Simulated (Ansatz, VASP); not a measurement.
# MgS (Niningerite): VASP beside Ansatz, part 2 of 3

Aim: how closely do two programs agree when they are given the same cell, functional and k mesh? The cell is taken from a series of VASP runs on this material, whose earlier steps may have relaxed, scaled or displaced it; both programs get it as it stands.

VASP 6.6.1 and Ansatz 0.2.0.

So far. Step 2 (Ansatz: elastic constants, PBEsol): The run ends at a pressure of 0.20 GPa.

## Step 3: VASP: elastic constants, PBEsol

Level of this step: PBEsol; plane waves and PAW (S, Mg) (VASP).

The same cell, functional, mesh and smearing now go to VASP, with its own data sets and cutoff.

Lines of VASP's logs that name or quote its potential files are left out, and so is its time.

INCAR reads:

```
SYSTEM = MgS
PREC = Accurate
ENCUT = 700
EDIFF = 1E-08
NELM = 100
ISMEAR = 0
SIGMA = 0.03
LREAL = .FALSE.
ALGO = Normal
GGA = PS
NBANDS = 10
LORBIT = 11
LWAVE = .FALSE.
LCHARG = .FALSE.
KPAR = 4
IBRION = 6
NFREE = 2
POTIM = 0.015
ISIF = 3
NSW = 1
```

POSCAR reads:

```
MgS
1.0
    0.0000000000      2.5887856735      2.5887856735
    2.5887856735      0.0000000000      2.5887856735
    2.5887856735      2.5887856735      0.0000000000
S Mg
1 1
Direct
    0.5000000000      0.5000000000      0.5000000000
    0.0000000000      0.0000000000      0.0000000000
```

KPOINTS reads:

```
Automatic mesh
0
Gamma
8 8 8
0 0 0
```

Potentials, in the order of the species: S and Mg (PBE family, release 64).

Started as:

```sh
mpirun -np 4 vasp_std
```

Numbers of over 12 decimals in the logs are rounded to 6 here.

The log of the run:

```text
[banner, memory and clock lines left out]
running    4 mpi-ranks, on    1 nodes
 distrk:  each k-point on    1 cores,    4 groups
 distr:  one band on    1 cores,    1 groups

 POSCAR found type information on POSCAR S Mg
 POSCAR found :  2 types and       2 ions
|                                                                             |
|               ----> ADVICE to this user running VASP <----                  |
|                                                                             |
|     You enforced a specific xc type in the INCAR file but a different       |
|     [... a line on the potential file left out ...]
|     I HOPE YOU KNOW WHAT YOU ARE DOING!                                     |
|                                                                             |

 LDA part: xc-table for (Slater+PW92), standard interpolation
 POSCAR, INCAR and KPOINTS ok, starting setup
 FFT: planning ... GRIDC
 FFT: planning ... GRID_SOFT
 FFT: planning ... GRID
 WAVECAR not read
 entering main loop
       N       E                     dE             d eps       ncg     rms          rms(c)
DAV:   1     0.282210306376E+02    0.28221E+02   -0.44835E+03   580   0.845E+02
DAV:   2    -0.779706602566E+01   -0.36018E+02   -0.33699E+02   776   0.117E+02
DAV:   3    -0.943204800062E+01   -0.16350E+01   -0.16324E+01   718   0.279E+01
DAV:   4    -0.944157947808E+01   -0.95315E-02   -0.95304E-02   732   0.245E+00
DAV:   5    -0.944163833727E+01   -0.58859E-04   -0.58859E-04   698   0.187E-01    0.417E+00
DAV:   6    -0.911929067626E+01    0.32235E+00   -0.70833E-01   628   0.353E+00    0.315E+00
DAV:   7    -0.907842040394E+01    0.40870E-01   -0.18829E-01   658   0.197E+00    0.193E+00
DAV:   8    -0.907584928873E+01    0.25711E-02   -0.97552E-03   644   0.624E-01    0.701E-01
DAV:   9    -0.907566592925E+01    0.18336E-03   -0.44283E-04   674   0.128E-01    0.300E-01
DAV:  10    -0.907565886080E+01    0.70685E-05   -0.14391E-04   628   0.573E-02    0.750E-03
DAV:  11    -0.907565895856E+01   -0.97761E-07   -0.22395E-06   668   0.939E-03    0.167E-02
DAV:  12    -0.907565876600E+01    0.19256E-06   -0.33343E-07   686   0.334E-03    0.212E-03
DAV:  13    -0.907565872028E+01    0.45719E-07   -0.30944E-08   590   0.815E-04    0.185E-04
DAV:  14    -0.907565871323E+01    0.70471E-08   -0.51928E-10   340   0.184E-04
   1 F= -.90756587E+01 E0= -.90756587E+01  d E =-.932484E-14
[... from here on, the cycles between the ionic steps are left out ...]
   2 F= -.90722209E+01 E0= -.90722209E+01  d E =-.113767E-19
   3 F= -.90715620E+01 E0= -.90715620E+01  d E =-.291252E-24
   9 F= -.90743342E+01 E0= -.90743342E+01  d E =-.197991E-12
  10 F= -.90743342E+01 E0= -.90743342E+01  d E =-.199591E-12
  11 F= -.90743342E+01 E0= -.90743342E+01  d E =-.195270E-12
  12 F= -.90743342E+01 E0= -.90743342E+01  d E =-.198298E-12
  13 F= -.90743342E+01 E0= -.90743342E+01  d E =-.198978E-12
  14 F= -.90753156E+01 E0= -.90753156E+01  d E =-.407360E-23
  15 F= -.90753157E+01 E0= -.90753157E+01  d E =-.407648E-23
  16 F= -.90753163E+01 E0= -.90753163E+01  d E =-.407622E-23
 Finite differences progress:
  Degree of freedom:   8/  8
  Displacement:        1/  2
  Total:              15/ 16
 bond charge predicted
       N       E                     dE             d eps       ncg     rms          rms(c)
DAV:   1    -0.907534450429E+01   -0.28165E-04   -0.28066E-02  1184   0.113E+00    0.121E-01
DAV:   2    -0.907532446891E+01    0.20035E-04   -0.57637E-04  1410   0.170E-01    0.326E-02
DAV:   3    -0.907531288879E+01    0.11580E-04   -0.74167E-05  1404   0.492E-02    0.141E-02
DAV:   4    -0.907531552319E+01   -0.26344E-05   -0.12717E-05  1392   0.225E-02    0.825E-03
DAV:   5    -0.907531633193E+01   -0.80874E-06   -0.97773E-07  1398   0.615E-03    0.200E-03
DAV:   6    -0.907531633881E+01   -0.68777E-08   -0.21952E-07  1454   0.277E-03    0.403E-04
DAV:   7    -0.907531633674E+01    0.20669E-08   -0.32939E-08  1228   0.126E-03
  17 F= -.90753163E+01 E0= -.90753163E+01  d E =-.407442E-23
 Finite differences progress:
  Degree of freedom:   8/  8
  Displacement:        2/  2
  Total:              16/ 16
```

OUTCAR, selected parts (step 3):

```text
ion  position               nearest neighbor table
   1  0.500  0.500  0.500-   2 2.59   2 2.59   2 2.59   2 2.59   2 2.59   2 2.59
   2  0.000  0.000  0.000-   1 2.59   1 2.59   1 2.59   1 2.59   1 2.59   1 2.59

  LATTYP: Found a face centered cubic cell.
 ALAT       =     5.1775713470

 Subroutine GETGRP returns: Found 48 space group operations
 (whereof 48 operations were pure point group operations)

The static configuration has the point symmetry O_h .

 Found     29 irreducible k-points:

   k-points           NKPTS =     29   k-points in BZ     NKDIM =     29   number of bands    NBANDS=     10

   dimension x,y,z NGX =    32 NGY =   32 NGZ =   32
   dimension x,y,z NGXF=    64 NGYF=   64 NGZF=   64

   ENCUT  =  700.0 eV  51.45 Ry    7.17 a.u.   7.90  7.90  7.90*2*pi/ulx,y,z

   NELECT =       8.0000    total number of electrons

 k-points in reciprocal lattice and weights: Automatic mesh
   0.00000000  0.00000000  0.00000000       0.002
   0.12500000  0.00000000  0.00000000       0.016
   0.25000000  0.00000000  0.00000000       0.016
   0.37500000  0.00000000  0.00000000       0.016
   0.50000000  0.00000000  0.00000000       0.008
   0.12500000  0.12500000  0.00000000       0.012
   0.25000000  0.12500000  0.00000000       0.047
   0.37500000  0.12500000  0.00000000       0.047
   0.50000000  0.12500000  0.00000000       0.047
[...]
-0.37500000  0.50000000  0.12500000       0.023
  -0.25000000  0.50000000  0.25000000       0.012

 average (electrostatic) potential at core
       1 -86.0861       2 -36.3809

 E-fermi :   4.0092

 k-point     1 :       0.0000    0.0000    0.0000
  band No.  band energies     occupation
      1      -8.9604      2.00000
      2       3.8085      2.00000
      3       3.8089      2.00000
      4       3.8089      2.00000
      5       7.5192      0.00000
      6      11.6531      0.00000
      7      11.6531      0.00000
      8      11.6534      0.00000
      9      14.1360      0.00000
    ...

 k-point     2 :       0.1250    0.0000    0.0000
  band No.  band energies     occupation
      1      -8.8040      2.00000
      2       2.7294      2.00000
      3       3.7024      2.00000
      4       3.7026      2.00000
      5       8.3229      0.00000
      6      11.3369      0.00000
      7      11.9123      0.00000
      8      11.9126      0.00000
      9      13.4932      0.00000
    ...

 k-point     3 :       0.2500    0.0000    0.0000
  band No.  band energies     occupation
      1      -8.3796      2.00000
      2       0.9223      2.00000
      3       3.4716      2.00000
      4       3.4718      2.00000
      5       8.6927      0.00000
      6      11.5637      0.00000
      7      11.5639      0.00000
      8      12.1050      0.00000
      9      14.0520      0.00000
    ...

  Total        0.0132726      0.0069392      0.0069392      0.0000000      0.0000000      0.0000000
  in kB        0.6128432      0.3204066      0.3204066      0.0000000      0.0000000      0.0000000
  external PRESSURE =       0.4178855 kB  Pullay stress =       0.0000000 kB

  energy-cutoff  :      700.00
  volume of cell :       34.70
      direct lattice vectors                 reciprocal lattice vectors
     0.000000000  2.588785673  2.588785673    -0.193140747  0.193140747  0.193140747
     2.588785673  0.000000000  2.588785673     0.193140747 -0.193140747  0.193140747
     2.588785673  2.588785673  0.000000000     0.193140747  0.193140747 -0.193140747

 POSITION                                       TOTAL-FORCE (eV/Angst)
 -----------------------------------------------------------------------------------
      2.58879      2.58879      2.58879        -0.045671      0.000000      0.000000
     -0.01500      0.00000      0.00000         0.045671      0.000000      0.000000
 -----------------------------------------------------------------------------------
    total drift:                                0.000034      0.000000      0.000000

  FREE ENERGIE OF THE ION-ELECTRON SYSTEM (eV)
  ---------------------------------------------------
  free  energy   TOTEN  =        -9.0753163367 eV

  energy  without entropy=       -9.0753163367  energy(sigma->0) =       -9.07531634

  SYMMETRIZED ELASTIC MODULI (kBar)
 Direction    XX          YY          ZZ          XY          YZ          ZX
 --------------------------------------------------------------------------------
 XX        1547.3035    414.7164    414.7164     -0.0000      0.0000     -0.0000
 YY         414.7164   1547.3035    414.7164     -0.0000     -0.0000      0.0000
 ZZ         414.7164    414.7164   1547.3035      0.0000      0.0000      0.0000
 XY          -0.0000     -0.0000      0.0000    544.2216      0.0000      0.0000
 YZ           0.0000     -0.0000      0.0000      0.0000    544.2216      0.0000
 ZX          -0.0000      0.0000      0.0000      0.0000      0.0000    544.2216
 --------------------------------------------------------------------------------

 Eigenvectors and eigenvalues of the dynamical matrix
 ----------------------------------------------------

   1 f  =    7.338699 THz    46.110404 2PiTHz  244.792642 cm-1    30.350406 meV
             X         Y         Z           dx          dy          dz
      2.588786  2.588786  2.588786    -0.656353    0.011640   -0.024423
      0.000000  0.000000  0.000000     0.753329   -0.013359    0.028031

   2 f  =    7.338699 THz    46.110404 2PiTHz  244.792642 cm-1    30.350406 meV
             X         Y         Z           dx          dy          dz
      2.588786  2.588786  2.588786    -0.018345    0.244374    0.609488
      0.000000  0.000000  0.000000     0.021056   -0.280481   -0.699540

   3 f  =    7.338699 THz    46.110404 2PiTHz  244.792642 cm-1    30.350406 meV
             X         Y         Z           dx          dy          dz
      2.588786  2.588786  2.588786    -0.019885   -0.609653    0.243842
      0.000000  0.000000  0.000000     0.022823    0.699729   -0.279870

   4 f/i=    0.002742 THz     0.017227 2PiTHz    0.091453 cm-1     0.011339 meV
             X         Y         Z           dx          dy          dz
      2.588786  2.588786  2.588786     0.126143   -0.463335    0.581272
      0.000000  0.000000  0.000000     0.109905   -0.403690    0.506445

   5 f/i=    0.002742 THz     0.017227 2PiTHz    0.091453 cm-1     0.011339 meV
             X         Y         Z           dx          dy          dz
      2.588786  2.588786  2.588786     0.283618   -0.514981   -0.472042
      0.000000  0.000000  0.000000     0.247108   -0.448687   -0.411277

   6 f/i=    0.002742 THz     0.017227 2PiTHz    0.091453 cm-1     0.011339 meV
             X         Y         Z           dx          dy          dz
      2.588786  2.588786  2.588786     0.687108    0.297631    0.088132
      0.000000  0.000000  0.000000     0.598657    0.259317    0.076787

 ELASTIC MODULI CONTR FROM IONIC RELAXATION (kBar)
 Direction    XX          YY          ZZ          XY          YZ          ZX
 --------------------------------------------------------------------------------
 XX           0.0000      0.0000      0.0000      0.0000      0.0000      0.0000
 YY           0.0000      0.0000      0.0000      0.0000      0.0000      0.0000
 ZZ           0.0000      0.0000      0.0000      0.0000      0.0000      0.0000
 XY           0.0000      0.0000      0.0000      0.0000      0.0000      0.0000
 YZ           0.0000      0.0000      0.0000      0.0000      0.0000      0.0000
 ZX           0.0000      0.0000      0.0000      0.0000      0.0000      0.0000
 --------------------------------------------------------------------------------

 TOTAL ELASTIC MODULI (kBar)
 Direction    XX          YY          ZZ          XY          YZ          ZX
 --------------------------------------------------------------------------------
 XX        1547.3035    414.7164    414.7164     -0.0000      0.0000     -0.0000
 YY         414.7164   1547.3035    414.7164     -0.0000     -0.0000      0.0000
 ZZ         414.7164    414.7164   1547.3035      0.0000      0.0000      0.0000
 XY          -0.0000     -0.0000      0.0000    544.2216      0.0000      0.0000
 YZ           0.0000     -0.0000      0.0000      0.0000    544.2216      0.0000
 ZX          -0.0000      0.0000      0.0000      0.0000      0.0000    544.2216
 --------------------------------------------------------------------------------

 total charge
# of ion       s       p       d       tot
------------------------------------------
    1        1.308   2.486   0.000   3.794
    2        0.139   0.132   0.041   0.312
--------------------------------------------------
tot          1.447   2.617   0.041   4.106

[... 3 further parts left out ...]
```

## Step 4: Comparison

Known differences besides the potentials themselves: the data sets hold 16 valence electrons in Ansatz (default PAW (the set named soft_2) files) and 8 in VASP; the cutoff is 420 eV in Ansatz and 700 eV in VASP; Ansatz makes its cores anew for this functional, VASP keeps those of its PBE data sets; VASP leaves aspherical gradient terms in its spheres out (LASPH is not set), Ansatz keeps them. Total energies have different zeros and are not compared.

Compared:

```
 quantity  Ansatz   VASP  difference
C11 (GPa)   154.4  154.7     -0.24 %
C22 (GPa)   154.4  154.7     -0.24 %
C33 (GPa)   154.4  154.7     -0.24 %
C12 (GPa)    41.2   41.5     -0.60 %
C13 (GPa)    41.2   41.5     -0.60 %
C23 (GPa)    41.2   41.5     -0.60 %
C44 (GPa)    54.3   54.4     -0.20 %
C55 (GPa)    54.3   54.4     -0.20 %
C66 (GPa)    54.3   54.4     -0.20 %
```

[end of part 2 of 3]

[Lines on the potential files, build, host, timing and source positions are cut from VASP's logs without a mark.]

[Logs are printed without paths, hosts, clocks, repeated set-up lines and the standing remarks that a program may print on its own settings, such as how far it seeks lower states.]

[Hosts, paths, dates, database ids (printed as entryN), source tags and the programs' standing remarks are cut or masked in the printed files.]
